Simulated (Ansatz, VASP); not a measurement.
## AlN in two plane-wave programs

Wanted: the spread between two codes on one cell, functional and k mesh. The structure shown is the start of the Ansatz relaxation below; VASP solves that cell, so the two are compared at the walk's first step.

Program: Ansatz 0.2.0. Level of theory: plane waves, with VASP 6.6.1 beside it; single point at PBE. Results are calculated unless marked as measured.

### 1. The starting structure

Symmetry: P6_3mc, No. 186, hexagonal system. The conventional cell has a = 3.069 Å, b = 3.069 Å, c = 4.906 Å, α = 90.00°, β = 90.00°, γ = 120.00°. N has 4 Al at 1.86 to 1.88 Å nearest. Nearest to Al lie 4 N at 1.86 to 1.88 Å. Farther neighbours and most contacts between anions are not listed.

As a file:

```cif
data_structure
_symmetry_space_group_name_H-M 'P6_3mc'
_symmetry_Int_Tables_number 186
_cell_length_a 3.0687
_cell_length_b 3.0687
_cell_length_c 4.9059
_cell_angle_alpha 90.000
_cell_angle_beta 90.000
_cell_angle_gamma 120.000
_cell_volume 40.01
loop_
_atom_site_label
_atom_site_type_symbol
_atom_site_symmetry_multiplicity
_atom_site_Wyckoff_symbol
_atom_site_fract_x
_atom_site_fract_y
_atom_site_fract_z
_atom_site_occupancy
N1 N 2 b 0.33333 0.66667 0.38116 1
Al1 Al 2 b 0.33333 0.66667 0.99884 1
```

### 2. Ansatz: relaxation, PBE

Ansatz runs on its PAW soft_1 files.

The two programs are compared at the cell with which this relaxation starts, whose forces are those of its first step.

Input file input.yaml:

```yaml
crystal:
  lattice:
    - [3.0686951188, 0.0, 0.0]
    - [-1.5343475594, 2.6575679294, 0.0]
    - [0.0, 0.0, 4.905884352]
  atoms:
    - { symbol: "N", position: [0.3333333333, 0.6666666667, 0.3811645967] }
    - { symbol: "N", position: [0.6666666667, 0.3333333333, 0.8811645967] }
    - { symbol: Al, position: [0.3333333333, 0.6666666667, -0.0011645967] }
    - { symbol: Al, position: [0.6666666667, 0.3333333333, 0.4988354033] }
kpoints:
  mp_grid: { grid: [9, 9, 6] }
hamiltonian:
  xc: pbe
  pseudopotentials: { kind: paw, azcp: { folder: soft_1 } }
scf:
  occupations: { method: fixed }
output:
  forces: true
  stress: true
  eigenvalues: true
relax:
  adjacent_minimum: "off"
  f_tol: 0.001
  max_steps: 60
  cell: { stress_tol: 0.01, fix: [volume] }
```

Started as:

```console
$ ansatz run input.yaml --threads 4 --pin off --max-ram 16384MiB --backend cpu --events-out ev --progress --plain --runs-dir out
```

Numbers of over 12 decimals in the logs are rounded to 6 here.

What it wrote:

```text
Engine: ansatz 0.2.0, aarch64-unknown-linux-gnu
Pseudopotentials: kind: paw
Pseudopotential: N, paw, valence charge 5, recommended cutoff 420 eV (normal), soft_1/N.paw.azcp
Pseudopotential: Al, paw, valence charge 3, recommended cutoff 420 eV (normal), soft_1/Al.paw.azcp
Functional definition: PBE
  parameter kappa = 0.804
  parameter beta = 0.066725
  exchange = pbe_x(kappa = kappa, mu = beta*pi^2/3)
  correlation = pbe_c(beta = beta)
Crystal: 4 atoms, lattice volume = 40.009 Å³
Basis set: ecut = 420 eV, 773 PW (Γ), exchange–correlation on 48×48×72 points (8 copies of the dense FFT grid, shifted against one another)
Bands: 12, of which v1, the nominal top of the filled ones, is band 8 counted from 1 (7 counted from 0)
Symmetry: 12 space group operations
Space group: P63mc (ITA 186), of the structure as read, at distance tolerance 3.4e-5 Å
k-points: 48 of 486 (time reversal used)
Non-local potential: N, projectors of the file, l = 0: 2, l = 1: 2, l = 2: 1
Non-local potential: Al, projectors of the file, l = 0: 2, l = 1: 2, l = 2: 1
PAW form: soft (Blöchl's): semilocal exchange-correlation on the pseudo side does not see the compensation charge
PAW one-centre angular grid: N, 110 points (default); XC on 64 Gauss nodes
PAW one-centre angular grid: Al, 110 points (default); XC on 64 Gauss nodes
Initial density: superposition of atomic densities (chi_scale 0.1, normalization cell, long waves kept (reshape's long-wave potential 0.00 eV rms))
Initial wavefunctions: pseudopotential atomic-orbital guess
Functional: x = pbe(κ = 0.804, μ = 0.219515), c = pbe(β = 0.066725)
SCF iter   1: F=—  HF=-1851.518664 eV  |F-HF|=—  |Δ(HF+E_count)|=         —  Δρ=1.47e-1  dr2=1.02e1  ethr=3.10e-3  ⟨swp⟩=4.7  Hψ=3077  notcnv=0  defer=37
preconditioner: auto → none  [insulator: Δε(μ)=5.863 eV  Ē_g=14.649 eV  n_scr=2 (ndim 8)  ℏωp=23.5 eV  f_vac=0.000  ε∞_Penn≈3.6]
SCF iter   2: F=—  HF=-1848.808381 eV  |F-HF|=—  |Δ(HF+E_count)|=    2.71e0  Δρ=7.60e-2  dr2=1.31e0  ethr=3.10e-3  ⟨swp⟩=3.2  Hψ=1766  notcnv=0  defer=90
SCF iter   3: F=—  HF=-1848.431321 eV  |F-HF|=—  |Δ(HF+E_count)|=   3.77e-1  Δρ=2.37e-2  dr2=1.11e-1  ethr=3.10e-3  ⟨swp⟩=2.3  Hψ=1356  notcnv=0  defer=87
SCF iter   4: F=—  HF=-1848.417222 eV  |F-HF|=—  |Δ(HF+E_count)|=   1.41e-2  Δρ=1.18e-3  dr2=2.92e-4  ethr=6.92e-4  ⟨swp⟩=2.0  Hψ=688  notcnv=0  defer=96
SCF iter   5: F=—  HF=-1848.417116 eV  |F-HF|=—  |Δ(HF+E_count)|=   1.06e-4  Δρ=3.31e-4  dr2=1.05e-5  ethr=1.82e-6  ⟨swp⟩=2.1  Hψ=910  notcnv=0  defer=96
SCF iter   6: F=—  HF=-1848.417129 eV  |F-HF|=—  |Δ(HF+E_count)|=   1.22e-5  Δρ=3.03e-5  dr2=2.47e-7  ethr=6.58e-8  ⟨swp⟩=2.0  Hψ=960  notcnv=0
SCF iter   7: F=-1848.417129 eV  HF=-1848.417129 eV  |F-HF|=1.11e-9  |Δ(HF+E_count)|=   4.70e-8  Δρ=3.63e-6  dr2=2.91e-9  ethr=6.25e-10  ⟨swp⟩=6.2  Hψ=3311  notcnv=0
SCF 1 converged in 7 iterations: F = -1848.417129 eV  dr2 = 2.91e-9
  greatest PAW one-centre occupation: 0.792 electrons in one spin orbital (limit 2), on the N atom at site 1 (counted from 0), in its partial waves of l = 0
relax step   1: F+E_penalty+E_count = -1848.41712856 eV  Δ(F+E_penalty+E_count) = +0.000e0 eV  max|allowed force component| = 9.531e-3 eV/Å  Δτ_max = 0.0000 Å  P = +13.491 GPa  Ω = 40.009 Å³  fix = [volume]  reactions: volume +13.491 GPa  (7 SCF iters, dr2 threshold 1.00e-7 eV, accepted)
[...]
relax step   2: F+E_penalty+E_count = -1848.41718502 eV  Δ(F+E_penalty+E_count) = -5.645e-5 eV  max|allowed force component| = 8.804e-3 eV/Å  Δτ_max = 0.0006 Å  P = +13.476 GPa  Ω = 40.009 Å³  energy of the carried Pulay correction = +1.384e-15 eV  fix = [volume]  reactions: volume +13.476 GPa  (3 SCF iters, dr2 threshold 1.32e-7 eV, accepted)
[...]
relax step   3: F+E_penalty+E_count = -1848.41719924 eV  Δ(F+E_penalty+E_count) = -1.422e-5 eV  max|allowed force component| = 5.029e-3 eV/Å  Δτ_max = 0.0005 Å  P = +13.463 GPa  Ω = 40.009 Å³  energy of the carried Pulay correction = -3.348e-17 eV  fix = [volume]  reactions: volume +13.463 GPa  (4 SCF iters, dr2 threshold 6.03e-9 eV, accepted)
[...]
relax step   4: F+E_penalty+E_count = -1848.41720104 eV  Δ(F+E_penalty+E_count) = -1.795e-6 eV  max|allowed force component| = 2.265e-5 eV/Å  Δτ_max = 0.0002 Å  P = +13.462 GPa  Ω = 40.009 Å³  energy of the carried Pulay correction = -3.348e-17 eV  fix = [volume]  reactions: volume +13.462 GPa  (3 SCF iters, dr2 threshold 4.60e-9 eV, accepted)
[...]
relax step   5: F+E_penalty+E_count = -1848.41720264 eV  Δ(F+E_penalty+E_count) = -1.605e-6 eV  max|allowed force component| = 5.791e-5 eV/Å  Δτ_max = 0.0000 Å  P = +13.462 GPa  Ω = 40.009 Å³  fix = [volume]  reactions: volume +13.462 GPa  stress off target by 7.86e-3 GPa on what of the cell is left free  SCF on the basis re-selected at this cell (its energy is not comparable with the rows above)  (7 SCF iters)
basis re-selected at this cell: Δ(F+E_penalty+E_count) = -1.605e-6 eV, ΔP = -0.000 GPa vs the last step (what re-selecting the basis moved, of the pressure what is left beyond the Pulay correction that the steps carried, after the strain that the cell walked since its last selection, with what the two solves' SCF thresholds leave and, on support functions, any second-order correction that the steps lacked; it is no m [...]
SCF converged after 7 iterations
Free energy (F): -1848.417203 eV
Harris-Foulkes:  -1848.417203 eV  (|F-HF|=0.00e0)
Internal energy: -1848.417203 eV  (E = F + TS)
E sigma→0 (E₀):  -1848.417203 eV
Fermi energy:    7.641385 eV
--- Per-component energies (eV) ---
  E_band       = 36.441958
  E_kinetic    = 317.260857
  E_local      = -412.676558  (includes V_loc(G=0)·N_el)
  E_nonlocal   = 89.861972
  E_hartree    = 153.178026
  E_xc         = -199.296382
  E_vxc        = -215.516547  (∫ρ·V_xc dr)
  E_paw        = -1196.371020  (= ΣΔE_a)
  E_vpaw       = -48.845567  (= ΣTr[D̂ρ^β])
  E_aug_tail   = 0.001748  (compensation charges beyond the density's cutoff)
  E_ewald      = -600.375845
  E_smearing   = -0.000000  (= −TS)
  E_closure    = 0.000000  (closes the sum)
  Σ components = -1848.417203   (vs F -1848.417203, Δ=0.00e0)
--- Forces (eV/Å), atoms counted from 1 ---
  atom   1  N      0.00000000     0.00000000     0.00005905
  atom   2  N     -0.00000000    -0.00000000     0.00005905
  atom   3  Al    -0.00000000    -0.00000000    -0.00005678
  atom   4  Al     0.00000000     0.00000000    -0.00005678
  max |Σ_I F_I| component: 4.54e-6 eV/Å
--- Stress (GPa, compression-positive) ---
       13.466127       0.000000      -0.000000
        0.000000      13.466127      -0.000000
       -0.000000      -0.000000      13.454341
  P = ⅓ Tr σ = 13.4622 GPa (134.622 kbar)
--- Band table (eV; the first three rows and the last of 48) ---
  k-point 0: bands = [... 4 lower, 6.7087, 7.3744, 7.3744, 7.6414, 12.1945, 14.6271, 18.6087, 19.0463]
  k-point 1: bands = [... 4 lower, 6.7509, 7.0371, 7.3274, 7.3274, 12.6800, 14.6987, 18.4270, 19.0095]
  k-point 2: bands = [... 4 lower, 6.8678, 6.8678, 7.2004, 7.2004, 13.6314, 14.7683, 18.1395, 19.0575]
  k-point 47: bands = [... 4 lower, 3.6004, 3.6004, 6.8313, 6.8313, 15.1922, 15.1922, 15.7066, 15.7066]
--- Relaxed structure (4 steps of the walk, 4 accepted, 1 SCFs on fresh bases) ---
  F+E_penalty+E_count = -1848.41720264 eV   max|allowed force component| = 5.791e-5 eV/Å   (the final SCF, on the basis selected at the relaxed cell)
  cell:  # Å, volume = 40.0088 Å³
    - [3.070452, 0.0, 0]
    - [-1.535226, 2.659089, 0]
    - [0, 0, 4.900273]
  atoms:
    - { symbol: N, position: [0.333333, 0.666667, 0.381416] }
    - { symbol: N, position: [0.666667, 0.333333, 0.881416] }
    - { symbol: Al, position: [0.333333, 0.666667, -0.00141614] }
    - { symbol: Al, position: [0.666667, 0.333333, 0.498584] }
```

### 3. VASP: single point, PBE, start cell, pair 1

The same cell, functional and mesh now go to VASP, with its own data sets.

Lines of VASP's logs that name or quote its potential files are left out, and so is its time.

Input file INCAR:

```
SYSTEM = AlN
PREC = Accurate
ENCUT = 520
EDIFF = 1E-06
NELM = 120
ISMEAR = 0
SIGMA = 0.01
LREAL = .FALSE.
ALGO = Normal
GGA = PE
NBANDS = 14
LORBIT = 11
LWAVE = .FALSE.
LCHARG = .FALSE.
ISIF = 2
LASPH = .TRUE.
GGA_COMPAT = .FALSE.
EFERMI = MIDGAP
```

Input file POSCAR:

```
AlN
1.0
    3.0686950000      0.0000000000      0.0000000000
   -1.5343480000      2.6575680000      0.0000000000
    0.0000000000      0.0000000000      4.9058840000
N Al
2 2
Direct
    0.3333334420      0.6666666667      0.3811645363
    0.6666668839      0.3333333333      0.8811647401
    0.3333334420      0.6666666667      0.9988354800
    0.6666668839      0.3333333333      0.4988354800
```

Input file KPOINTS:

```
Automatic mesh
0
Gamma
9 9 6
0 0 0
```

Potentials, in the order of the species: N and Al (PBE family, release 64).

Started as:

```console
$ mpirun -np 1 vasp_std
```

What it wrote:

```text
[banner, memory and clock lines left out]
running    1 mpi-ranks, on    1 nodes
 distrk:  each k-point on    1 cores,    1 groups
 distr:  one band on    1 cores,    1 groups

 POSCAR found type information on POSCAR N Al
 POSCAR found :  2 types and       4 ions
 LDA part: xc-table for (Slater+PW92), standard interpolation
 POSCAR, INCAR and KPOINTS ok, starting setup
 FFT: planning ... GRIDC
 FFT: planning ... GRID_SOFT
 FFT: planning ... GRID
 WAVECAR not read
 entering main loop
       N       E                     dE             d eps       ncg     rms          rms(c)
DAV:   1     0.467966109774E+02    0.46797E+02   -0.74731E+03  1352   0.103E+03
DAV:   2    -0.309274584480E+02   -0.77724E+02   -0.72004E+02  1854   0.210E+02
DAV:   3    -0.345759751156E+02   -0.36485E+01   -0.36369E+01  1818   0.480E+01
DAV:   4    -0.346004786106E+02   -0.24503E-01   -0.24501E-01  1530   0.447E+00
DAV:   5    -0.346007852257E+02   -0.30662E-03   -0.30660E-03  1800   0.511E-01    0.125E+01
DAV:   6    -0.296684235330E+02    0.49324E+01   -0.13194E+01  1686   0.274E+01    0.436E+00
DAV:   7    -0.296920264500E+02   -0.23603E-01   -0.89684E-01  1530   0.660E+00    0.301E+00
DAV:   8    -0.296856701203E+02    0.63563E-02   -0.81674E-02  1560   0.264E+00    0.524E-01
DAV:   9    -0.296792755402E+02    0.63946E-02   -0.22420E-02  1752   0.110E+00    0.242E-01
DAV:  10    -0.296799030765E+02   -0.62754E-03   -0.25997E-03  1602   0.353E-01    0.147E-01
DAV:  11    -0.296798076243E+02    0.95452E-04   -0.24852E-04  1680   0.124E-01    0.335E-02
DAV:  12    -0.296798096555E+02   -0.20312E-05   -0.13136E-05  1656   0.325E-02    0.105E-02
DAV:  13    -0.296798096292E+02    0.26333E-07   -0.37818E-06  1758   0.148E-02
   1 F= -.29679810E+02 E0= -.29679810E+02  d E =0.000000E+00
```

OUTCAR, selected parts (step 3):

```text
ion  position               nearest neighbor table
   1  0.333  0.667  0.381-   4 1.86   4 1.86   4 1.86   3 1.88
   2  0.667  0.333  0.881-   3 1.86   3 1.86   3 1.86   4 1.88
   3  0.333  0.667  0.999-   2 1.86   2 1.86   2 1.86   1 1.88   4 3.03   4 3.03   4 3.03   4 3.03
                             4 3.03   4 3.03
   4  0.667  0.333  0.499-   1 1.86   1 1.86   1 1.86   2 1.88   3 3.03   3 3.03   3 3.03   3 3.03
                             3 3.03   3 3.03

  LATTYP: Found a hexagonal cell.
 ALAT       =     3.0686950000
 C/A-ratio  =     1.5986873899

 Subroutine GETGRP returns: Found 12 space group operations
 (whereof  6 operations were pure point group operations)

The static configuration has the point symmetry C_3v.
 The point group associated with its full space group is C_6v.

 Found     48 irreducible k-points:

   k-points           NKPTS =     48   k-points in BZ     NKDIM =     48   number of bands    NBANDS=     14

   dimension x,y,z NGX =    24 NGY =   24 NGZ =   36
   dimension x,y,z NGXF=    48 NGYF=   48 NGZF=   72

   ENCUT  =  520.0 eV  38.22 Ry    6.18 a.u.   5.71  5.71  9.12*2*pi/ulx,y,z

   NELECT =      16.0000    total number of electrons

 k-points in reciprocal lattice and weights: Automatic mesh
   0.00000000  0.00000000  0.00000000       0.002
   0.11111111  0.00000000  0.00000000       0.012
   0.22222222 -0.00000000  0.00000000       0.012
   0.33333333  0.00000000  0.00000000       0.012
   0.44444444 -0.00000000  0.00000000       0.012
   0.11111111  0.11111111  0.00000000       0.012
   0.22222222  0.11111111  0.00000000       0.025
   0.33333333  0.11111111  0.00000000       0.025
   0.44444444  0.11111111  0.00000000       0.012
[...]
0.33333333  0.22222222  0.50000000       0.025
   0.33333333  0.33333333  0.50000000       0.004

 average (electrostatic) potential at core
       1 -59.4389       2 -59.4389       3 -71.0702       4 -71.0702

 E-fermi :   8.8806

 k-point     1 :       0.0000    0.0000    0.0000
  band No.  band energies     occupation
    ...
      4       5.6795      2.00000
      5       5.6795      2.00000
      6       6.3440      2.00000
      7       6.3440      2.00000
      8       6.5915      2.00000
      9      11.1697      0.00000
     10      13.6026      0.00000
     11      17.5586      0.00000
     12      18.0248      0.00000
     13      18.0248      0.00000
    ...

 k-point     2 :       0.1111    0.0000    0.0000
  band No.  band energies     occupation
    ...
      4       4.9620      2.00000
      5       5.4748      2.00000
      6       5.6726      2.00000
      7       6.3194      2.00000
      8       6.5187      2.00000
      9      11.8420      0.00000
     10      14.2100      0.00000
     11      16.8244      0.00000
     12      17.0725      0.00000
     13      18.4962      0.00000
    ...

 k-point     3 :       0.2222   -0.0000    0.0000
  band No.  band energies     occupation
    ...
      4       3.4241      2.00000
      5       4.3995      2.00000
      6       5.0565      2.00000
      7       6.1916      2.00000
      8       6.2481      2.00000
      9      12.9176      0.00000
     10      14.6406      0.00000
     11      15.1647      0.00000
     12      16.7779      0.00000
     13      18.6461      0.00000
    ...

  Total        3.3574436      3.3574440      3.2836695     -0.0000006      0.0000000     -0.0000000
  in kB      134.4509644    134.4509820    131.4966353     -0.0000253      0.0000000     -0.0000000
  external PRESSURE =     133.4661939 kB  Pullay stress =       0.0000000 kB

  energy-cutoff  :      520.00
  volume of cell :       40.01
      direct lattice vectors                 reciprocal lattice vectors
     3.068695000  0.000000000  0.000000000     0.325871421  0.188142002  0.000000000
    -1.534348000  2.657568000  0.000000000     0.000000000  0.376283881  0.000000000
     0.000000000  0.000000000  4.905884000     0.000000000  0.000000000  0.203836862

 POSITION                                       TOTAL-FORCE (eV/Angst)
 -----------------------------------------------------------------------------------
      0.00000      1.77171      1.86995         0.000000     -0.000000      0.008841
      1.53435      0.88586      4.32289        -0.000000      0.000000      0.008841
      0.00000      1.77171      4.90017         0.000000      0.000000     -0.008841
      1.53435      0.88586      2.44723         0.000000     -0.000000     -0.008841
 -----------------------------------------------------------------------------------
    total drift:                               -0.000346      0.000033      0.000079

  FREE ENERGIE OF THE ION-ELECTRON SYSTEM (eV)
  ---------------------------------------------------
  free  energy   TOTEN  =       -29.6798096292 eV

  energy  without entropy=      -29.6798096292  energy(sigma->0) =      -29.67980963

 total charge
# of ion       s       p       d       tot
------------------------------------------
    1        1.226   2.676   0.000   3.902
    2        1.226   2.676   0.000   3.902
    3        0.376   0.464   0.000   0.839
    4        0.376   0.464   0.000   0.839
--------------------------------------------------
tot          3.203   6.280   0.000   9.483

[... 3 further parts left out ...]
```

The run ends at a pressure of 13.35 GPa, with forces up to 0.0088 eV/Å.

### 4. Differences

Known differences besides the potentials themselves: fixed occupations in Ansatz, narrow Gaussian smearing in VASP; the cutoff is 420 eV in Ansatz and 520 eV in VASP. Total energies have different zeros and are not compared.

The forces differ by 0.4 meV/Å r.m.s.; no other quantity is compared for this pair.

### 5. Other set-ups

Further runs change the set-up of one program: Ansatz's method, potentials or start, or VASP's data sets, cutoff or form of LDA. The table gives that difference for each run.

```
                         run  r.m.s. force difference (meV/Å)
                    as above                              0.4
VASP with a cutoff of 600 eV (perhaps on Ansatz's relaxed cell)                              0.4
```

### 6. Ansatz: relaxation, PBE

The two programs are compared at the cell with which this relaxation starts, whose forces are those of its first step. The cell compared in this pair holds 39.16 Å³, against 40.01 Å³ for the pair before.

The structure compared here is the start of the Ansatz relaxation; VASP solves that cell, so the two are compared at the walk's first step.

input.yaml, the sections that differ from step 2:

```yaml
crystal:
  lattice:
    - [3.0485190133, 0.0, 0.0]
    - [-1.5242595066, 2.6400949094, 0.0]
    - [0.0, 0.0, 4.8652700267]
  atoms:
    - { symbol: "N", position: [0.3333333333, 0.6666666667, 0.3814161422] }
    - { symbol: "N", position: [0.6666666667, 0.3333333333, 0.8814161422] }
    - { symbol: Al, position: [0.3333333333, 0.6666666667, -0.0014161422] }
    - { symbol: Al, position: [0.6666666667, 0.3333333333, 0.4985838578] }
# kpoints, hamiltonian, scf, output, relax: as in step 2
```

Started as:

```console
$ ansatz run input.yaml --threads 4 --pin off --max-ram 16384MiB --backend cpu --events-out ev --progress --plain --runs-dir out
```

What it wrote:

```text
[...]
Crystal: 4 atoms, lattice volume = 39.158 Å³
Basis set: ecut = 420 eV, 761 PW (Γ), exchange–correlation on 48×48×72 points (8 copies of the dense FFT grid, shifted against one another)
Bands: 12, of which v1, the nominal top of the filled ones, is band 8 counted from 1 (7 counted from 0)
Symmetry: 12 space group operations
[...]
k-points: 48 of 486 (time reversal used)
[...]
--- Relaxed structure (4 steps of the walk, 4 accepted, 1 SCFs on fresh bases) ---
[...]
cell:  # Å, volume = 39.1575 Å³
    - [3.050584, -2.8887178810454597e-11, 0]
    - [-1.525292, 2.641884, 0]
    - [0, 0, 4.858684]
  atoms:
    - { symbol: N, position: [0.333333, 0.666667, 0.381720] }
    - { symbol: N, position: [0.666667, 0.333333, 0.881720] }
    - { symbol: Al, position: [0.333333, 0.666667, -0.00172021] }
    - { symbol: Al, position: [0.666667, 0.333333, 0.498280] }
[key lines of the parts left out:]
SCF converged after 7 iterations
Free energy (F): -1848.331430 eV
Fermi energy:    7.898510 eV
P = ⅓ Tr σ = 18.9000 GPa (189.000 kbar)
```

(Continued in part 2 of 2.)

[Lines on the potential files, build, host, timing and source positions are cut from VASP's logs without a mark.]

[Logs are printed without paths, hosts, clocks, repeated set-up lines and the standing remarks that a program may print on its own settings, such as how far it seeks lower states.]

[Hosts, paths, dates, database ids (printed as entryN), source tags and the programs' standing remarks are cut or masked in the printed files.]

[Rows of further runs with another cutoff or data set may stand on the cell that Ansatz relaxed, not on the start cell of the pair above them.]
